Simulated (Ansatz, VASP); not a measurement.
# Ni (Ni(111)) in two plane-wave programs, part 2 of 2

One calculation is typed for both programs; each brings its own data sets and cutoff. How far apart do they land?

VASP 6.6.1 and Ansatz 0.2.0.

So far: The structure; Ansatz: band structure, PBE.

**3. VASP: band structure, PBE**

Level of this step: PBE, spin-polarised from a ferromagnetic start; plane waves and PAW (Ni) (VASP).

The same cell, functional, mesh and smearing now go to VASP, with its own data sets and cutoff.

Lines of VASP's logs that name or quote its potential files are left out, and so is its time.

INCAR

```
SYSTEM = Ni
PREC = Normal
ENCUT = 300
EDIFF = 1E-06
NELM = 120
ISMEAR = -1
SIGMA = 0.1
LREAL = .FALSE.
ALGO = Fast
GGA = PE
NBANDS = 57
ISPIN = 2
MAGMOM = 1 1 1 1 1 1 1
LMAXMIX = 4
LORBIT = 11
LWAVE = .FALSE.
LCHARG = .TRUE.
IDIPOL = 3
LDIPOL = .TRUE.
DIPOL = 0.5 0.5 0.5
LVHAR = .TRUE.
LVACPOTAV = .TRUE.
LELF = .TRUE.
NEDOS = 1500
```

POSCAR

```
Ni
1.0
    2.4890158698      0.0000000000      0.0000000000
    1.2445079349      2.1555509736      0.0000000000
    0.0000000000      0.0000000000     30.1936376853
Ni
7
Direct
    0.0000000000      0.0000000000      0.2980760415
    0.3333333333      0.3333333333      0.3653840277
    0.6666666667      0.6666666667      0.4326920138
    0.0000000000      0.0000000000      0.5000000000
    0.3333333333      0.3333333333      0.5673079862
    0.6666666667      0.6666666667      0.6346159723
    0.0000000000      0.0000000000      0.7019239585
```

KPOINTS

```
Automatic mesh
0
Gamma
21 21 1
0 0 0
```

KPOINTS_OPT

```
Line mode
14
Line-mode
Reciprocal
  0.00000000   0.00000000   0.00000000 GAMMA
  0.00000000  -0.50000000   0.00000000 M

  0.00000000  -0.50000000   0.00000000 M
  0.33333333  -0.33333333   0.00000000 K

  0.33333333  -0.33333333   0.00000000 K
  0.00000000   0.00000000   0.00000000 GAMMA
```

The projector-augmented-wave data sets are Ni (PBE family, release 64).

Run with:

```console
mpirun -np 2 vasp_std
```

Numbers of over 12 decimals in the logs are rounded to 6 here.

Output:

```text
[banner, memory and clock lines left out]
running    2 mpi-ranks, on    1 nodes
 distrk:  each k-point on    2 cores,    1 groups
 distr:  one band on    1 cores,    2 groups

 POSCAR found type information on POSCAR Ni
 POSCAR found :  1 types and       7 ions
 LDA part: xc-table for (Slater+PW92), standard interpolation
|                                                                             |
|           W    W    AA    RRRRR   N    N  II  N    N   GGGG   !!!           |
|           W    W   A  A   R    R  NN   N  II  NN   N  G    G  !!!           |
|           W    W  A    A  R    R  N N  N  II  N N  N  G       !!!           |
|           W WW W  AAAAAA  RRRRR   N  N N  II  N  N N  G  GGG   !            |
|           WW  WW  A    A  R   R   N   NN  II  N   NN  G    G                |
|           W    W  A    A  R    R  N    N  II  N    N   GGGG   !!!           |
|                                                                             |
|     The number of bands has been changed from the values supplied in        |
|     The orbitals not found in the WAVECAR file will be initialized with     |
|     random numbers, which is usually adequate. For correlated               |
|     calculations, however, you should redo the groundstate calculation.     |
|     I found NBANDS = 57. Now, NBANDS = 58.                                  |
|                                                                             |

 POSCAR, INCAR and KPOINTS ok, starting setup
 FFT: planning ... GRIDC
 FFT: planning ... GRID_SOFT
 FFT: planning ... GRID
 WAVECAR not read
 entering main loop
       N       E                     dE             d eps       ncg     rms          rms(c)
DAV:   1     0.421564121700E+03    0.42156E+03   -0.22282E+04 11240   0.964E+02
DAV:   2    -0.512592876305E+01   -0.42669E+03   -0.39696E+03 11252   0.253E+02
DAV:   3    -0.433438632504E+02   -0.38218E+02   -0.35674E+02 12288   0.971E+01
DAV:   4    -0.440577136381E+02   -0.71385E+00   -0.71229E+00 12338   0.156E+01
DAV:   5    -0.440748083413E+02   -0.17095E-01   -0.17094E-01 16620   0.153E+00    0.256E+01
RMM:   6    -0.488090058317E+02   -0.47342E+01   -0.49740E+01 13247   0.480E+01    0.365E+01
RMM:   7    -0.591429082106E+02   -0.10334E+02   -0.10778E+01 13442   0.190E+01    0.452E+01
RMM:   8    -0.465804350718E+02    0.12562E+02   -0.43587E+00 12522   0.137E+01    0.381E+01
RMM:   9    -0.382235077540E+02    0.83569E+01   -0.29666E+00 12908   0.112E+01    0.187E+01
RMM:  10    -0.410063994832E+02   -0.27829E+01   -0.39471E+00 13556   0.121E+01    0.299E+01
RMM:  11    -0.407717138904E+02    0.23469E+00   -0.23641E+00 13390   0.101E+01    0.294E+01
RMM:  12    -0.357490415706E+02    0.50227E+01   -0.65362E-01 12769   0.540E+00    0.691E+00
RMM:  13    -0.359760409168E+02   -0.22700E+00   -0.89071E-02 12719   0.153E+00    0.491E+00
RMM:  14    -0.359596366391E+02    0.16404E-01   -0.74017E-02 12697   0.139E+00    0.329E+00
[...]
RMM:  35    -0.372615791964E+02   -0.12489E-02   -0.15651E-05 13796   0.203E-02    0.498E-02
RMM:  36    -0.372621108873E+02   -0.53169E-03   -0.77169E-06 13295   0.152E-02    0.153E-02
RMM:  37    -0.372621978349E+02   -0.86948E-04   -0.32010E-06 11410   0.897E-03    0.266E-03
RMM:  38    -0.372622134615E+02   -0.15627E-04   -0.87040E-07  9937   0.471E-03    0.517E-03
RMM:  39    -0.372622215773E+02   -0.81158E-05   -0.37102E-07  9762   0.338E-03    0.357E-03
RMM:  40    -0.372622263569E+02   -0.47796E-05   -0.20949E-07  9713   0.254E-03    0.384E-03
RMM:  41    -0.372622295659E+02   -0.32090E-05   -0.12769E-07  9712   0.191E-03    0.195E-03
RMM:  42    -0.372622300995E+02   -0.53354E-06   -0.50134E-08  8773   0.123E-03
|                                                                             |
|           W    W    AA    RRRRR   N    N  II  N    N   GGGG   !!!           |
|           W    W   A  A   R    R  NN   N  II  NN   N  G    G  !!!           |
|           W    W  A    A  R    R  N N  N  II  N N  N  G       !!!           |
|           W WW W  AAAAAA  RRRRR   N  N N  II  N  N N  G  GGG   !            |
|           WW  WW  A    A  R   R   N   NN  II  N   NN  G    G                |
|           W    W  A    A  R    R  N    N  II  N    N   GGGG   !!!           |
|                                                                             |
|     Did not find any points to average over, which means that no vacuum     |
|     field-free region was found. Please increase the size of  your cell     |
|     in the dimension of the dipole correction to obtain accurate            |
|     workfunction values.                                                    |
|                                                                             |

   1 F= -.37262230E+02 E0= -.37059193E+02  d E =-.406074E+00  mag=     4.4260
 Start KPOINTS_OPT (optional k-point list driver)
k-point batch [1-42\42]
       N       E                     dE             ncg
DAV:   1     0.174322442219E+05   -0.54463E+05     9808
DAV:   2     0.398701578625E+03   -0.17034E+05     9858
DAV:   3    -0.106862044050E+04   -0.14673E+04    10680
DAV:   4    -0.109606862456E+04   -0.27448E+02    10790
DAV:   5    -0.109682251882E+04   -0.75389E+00    14408
DAV:   6    -0.109682808025E+04   -0.55614E-02    11340
DAV:   7    -0.109682828686E+04   -0.20661E-03    14460
DAV:   8    -0.109682828870E+04   -0.18434E-05     7240
DAV:   9    -0.109682828895E+04   -0.24928E-06     6654
|                                                                             |
|           W    W    AA    RRRRR   N    N  II  N    N   GGGG   !!!           |
|           W    W   A  A   R    R  NN   N  II  NN   N  G    G  !!!           |
|           W    W  A    A  R    R  N N  N  II  N N  N  G       !!!           |
|           W WW W  AAAAAA  RRRRR   N  N N  II  N  N N  G  GGG   !            |
|           WW  WW  A    A  R   R   N   NN  II  N   NN  G    G                |
|           W    W  A    A  R    R  N    N  II  N    N   GGGG   !!!           |
|                                                                             |
|     Did not find any points to average over, which means that no vacuum     |
|     field-free region was found. Please increase the size of  your cell     |
|     in the dimension of the dipole correction to obtain accurate            |
|     workfunction values.                                                    |
|                                                                             |
```

From OUTCAR (step 3):

```text
ion  position               nearest neighbor table
   1  0.000  0.000  0.298-   2 2.49   2 2.49   2 2.49
   2  0.333  0.333  0.365-   3 2.49   3 2.49   3 2.49   1 2.49   1 2.49   1 2.49
   3  0.667  0.667  0.433-   2 2.49   2 2.49   2 2.49   4 2.49   4 2.49   4 2.49
   4  0.000  0.000  0.500-   3 2.49   5 2.49   3 2.49   5 2.49   3 2.49   5 2.49
   5  0.333  0.333  0.567-   6 2.49   6 2.49   6 2.49   4 2.49   4 2.49   4 2.49
   6  0.667  0.667  0.635-   5 2.49   5 2.49   5 2.49   7 2.49   7 2.49   7 2.49
   7  0.000  0.000  0.702-   6 2.49   6 2.49   6 2.49

  LATTYP: Found a hexagonal cell.
 ALAT       =     2.4890158697
 C/A-ratio  =    12.1307533843

 Subroutine GETGRP returns: Found 12 space group operations
 (whereof 12 operations were pure point group operations)

The static configuration has the point symmetry D_3d.

 Found     48 irreducible k-points:

   k-points           NKPTS =     48   k-points in BZ     NKDIM =     48   number of bands    NBANDS=     58

   dimension x,y,z NGX =    12 NGY =   12 NGZ =  128
   dimension x,y,z NGXF=    24 NGYF=   24 NGZF=  256

   ENCUT  =  300.0 eV  22.05 Ry    4.70 a.u.   3.52  3.52 42.64*2*pi/ulx,y,z

   NELECT =      70.0000    total number of electrons

 k-points in reciprocal lattice and weights: Automatic mesh
   0.00000000  0.00000000  0.00000000       0.002
   0.04761905  0.00000000  0.00000000       0.014
   0.09523810  0.00000000  0.00000000       0.014
   0.14285714 -0.00000000  0.00000000       0.014
   0.19047619  0.00000000  0.00000000       0.014
   0.23809524  0.00000000  0.00000000       0.014
   0.28571429 -0.00000000  0.00000000       0.014
   0.33333333 -0.00000000  0.00000000       0.014
   0.38095238  0.00000000  0.00000000       0.014
[...]
-0.38095238  0.28571429  0.00000000       0.027
  -0.33333333  0.33333333  0.00000000       0.005

 dipolmoment           0.000000      0.000000      0.000000 electrons x Angstroem

 average (electrostatic) potential at core
       1 -89.3682       2 -89.6094       3 -89.5984       4 -89.5839       5 -89.5984
       6 -89.6094       7 -89.3682

 E-fermi :   1.7733

 spin component 1
 k-point     1 :       0.0000    0.0000    0.0000
  band No.  band energies     occupation
    ...
     38       1.1007      0.99880
     39       1.1007      0.99880
     40       1.1745      0.99750
     41       1.1745      0.99750
     42       1.5669      0.88738
     43       1.9076      0.20705
     44       6.3804      0.00000
     45       6.5865      0.00000
     46       7.1381      0.00000
     47       8.0942      0.00000
    ...

 k-point     2 :       0.0476    0.0000    0.0000
  band No.  band energies     occupation
    ...
     37       0.9144      0.99981
     38       0.9480      0.99974
     39       1.1017      0.99879
     40       1.1768      0.99744
     41       1.1938      0.99696
     42       1.8863      0.24405
     43       2.2576      0.00782
     44       6.4505      0.00000
     45       6.6590      0.00000
     46       7.2021      0.00000
    ...

 k-point     3 :       0.0952    0.0000    0.0000
  band No.  band energies     occupation
    ...
     37       0.9506      0.99973
     38       1.0198      0.99947
     39       1.1043      0.99876
     40       1.1830      0.99727
     41       1.5709      0.88332
     42       2.4216      0.00153
     43       2.9064      0.00001
     44       6.6596      0.00000
     45       6.8764      0.00000
     46       7.3920      0.00000
    ...

 k-point     4 :       0.1429   -0.0000    0.0000
  band No.  band energies     occupation
    ...
     36       0.7920      0.99995
     37       0.9529      0.99973
     38       1.1079      0.99871
     39       1.1922      0.99701
     40       1.2710      0.99346
     41       2.0123      0.08393
     42       3.0278      0.00000
     43       3.6663      0.00000
     44       7.0030      0.00000
     45       7.2385      0.00000
    ...

 k-point     5 :       0.1905    0.0000    0.0000
  band No.  band energies     occupation
    ...
     36       0.9330      0.99978
     37       0.9542      0.99972
     38       1.1115      0.99867
     39       1.2030      0.99667
     40       1.5621      0.89206
     41       2.4919      0.00076
     42       3.6861      0.00000
     43       4.5060      0.00000
     44       7.4704      0.00000
     45       7.7447      0.00000
    ...

 k-point     6 :       0.2381    0.0000    0.0000
  band No.  band energies     occupation
    ...
     35       0.7959      0.99994
     36       0.9566      0.99972
     37       1.1011      0.99880
     38       1.1145      0.99862
     39       1.2137      0.99630
     40       1.8908      0.23594
     41       3.0135      0.00000
     42       4.3903      0.00000
     43       5.4142      0.00000
     44       8.0422      0.00000
    ...

  Total       -1.8493843     -1.8493843     -0.7805688      0.0000000      0.0000000      0.0000000
  in kB      -18.2909532    -18.2909532     -7.7200542      0.0000000      0.0000000      0.0000000
  external PRESSURE =     -14.7673202 kB  Pullay stress =       0.0000000 kB

  energy-cutoff  :      300.00
  volume of cell :      161.99
      direct lattice vectors                 reciprocal lattice vectors
     2.489015870  0.000000000  0.000000000     0.401765217 -0.231959256  0.000000000
     1.244507935  2.155550974  0.000000000     0.000000000  0.463918512  0.000000000
     0.000000000  0.000000000 30.193637685     0.000000000  0.000000000  0.033119560

 POSITION                                       TOTAL-FORCE (eV/Angst)
 -----------------------------------------------------------------------------------
      0.00000      0.00000      9.00000         0.000000      0.000000      0.134055
      1.24451      0.71852     11.03227         0.000000     -0.000000     -0.123728
      2.48902      1.43703     13.06455        -0.000000     -0.000000     -0.021080
      0.00000      0.00000     15.09682         0.000000     -0.000000      0.000000
      1.24451      0.71852     17.12909        -0.000000      0.000000      0.021080
      2.48902      1.43703     19.16136        -0.000000     -0.000000      0.123728
      0.00000      0.00000     21.19364        -0.000000      0.000000     -0.134055
 -----------------------------------------------------------------------------------
    total drift:                                0.000000      0.000000      0.000000

  FREE ENERGIE OF THE ION-ELECTRON SYSTEM (eV)
  ---------------------------------------------------
  free  energy   TOTEN  =       -37.2622300995 eV

  energy  without entropy=      -36.8561564307  energy(sigma->0) =      -37.05919327

 total charge
# of ion       s       p       d       tot
------------------------------------------
    1        0.488   0.380   8.291   9.159
    2        0.492   0.493   8.302   9.287
    3        0.497   0.495   8.303   9.295
    4        0.497   0.496   8.303   9.296
    5        0.497   0.495   8.303   9.295
    6        0.492   0.493   8.302   9.287
    7        0.488   0.380   8.291   9.159
--------------------------------------------------
tot          3.453   3.232  58.094  64.779

 magnetization (x)
# of ion       s       p       d       tot
------------------------------------------
    1       -0.005  -0.024   0.700   0.671
    2       -0.007  -0.025   0.696   0.664
    3       -0.006  -0.024   0.653   0.623
    4       -0.007  -0.024   0.647   0.616
    5       -0.006  -0.024   0.653   0.623
    6       -0.007  -0.025   0.696   0.664
    7       -0.005  -0.024   0.700   0.671
--------------------------------------------------
tot         -0.043  -0.170   4.745   4.532

[... 6 further parts left out ...]
```

With spin, VASP writes an ELF for each channel.

**4. Side by side**

Known differences besides the potentials themselves: the data sets hold 126 valence electrons in Ansatz (default PAW (the set named soft_2) files) and 70 in VASP; the cutoff is 420 eV in Ansatz and 300 eV in VASP (PREC = Normal); VASP leaves aspherical gradient terms in its spheres out (LASPH is not set), Ansatz keeps them; site moments are counted in spheres of each program's own size. Total energies have different zeros and are not compared.

The two programs side by side:

```
                                   quantity  Ansatz  VASP  difference
                          total moment (μB)    4.52  4.43       +0.10
                         moment on Ni1 (μB)    0.71  0.67       +0.04
                         moment on Ni7 (μB)    0.71  0.67       +0.04
                         moment on Ni2 (μB)    0.70  0.66       +0.04
                         moment on Ni6 (μB)    0.70  0.66       +0.04
                         moment on Ni3 (μB)    0.66  0.62       +0.04
                         moment on Ni5 (μB)    0.66  0.62       +0.04
                         moment on Ni4 (μB)    0.66  0.62       +0.04
 work function, lower of the two faces (eV)    5.06  5.06        0.00
work function, higher of the two faces (eV)    5.07  5.06        0.00
```

Forces (eV/Å; atoms numbered as in POSCAR):

```
atom        Ansatz x, y, z          VASP x, y, z
 Ni1   0.000, 0.000, 0.146   0.000, 0.000, 0.134
 Ni2  0.000, 0.000, -0.129  0.000, 0.000, -0.124
 Ni3  0.000, 0.000, -0.024  0.000, 0.000, -0.021
 Ni4   0.000, 0.000, 0.000   0.000, 0.000, 0.000
 Ni5   0.000, 0.000, 0.024   0.000, 0.000, 0.021
 Ni6   0.000, 0.000, 0.129   0.000, 0.000, 0.124
 Ni7  0.000, 0.000, -0.146  0.000, 0.000, -0.134
```

The forces differ by 4.1 meV/Å r.m.s., which is 7.2 % of the r.m.s. force of 0.06 eV/Å (both taken over all components). VASP's log warns that it found no field-free region in the vacuum, so its work functions are uncertain.

**5. What came out**

```
difference in work function, higher of the two faces (band structure, PBE) : 0.0048 eV
```

The difference in work function, higher of the two faces is 0.0048 eV (band structure, PBE). Such differences can come from data sets, numerical settings and the points named under the comparisons, not from the functional's error against experiment.

[Lines on the potential files, build, host, timing and source positions are cut from VASP's logs without a mark.]

[Logs are printed without paths, hosts, clocks, repeated set-up lines and the standing remarks that a program may print on its own settings, such as how far it seeks lower states.]

[Hosts, paths, dates, database ids (printed as entryN), source tags and the programs' standing remarks are cut or masked in the printed files.]
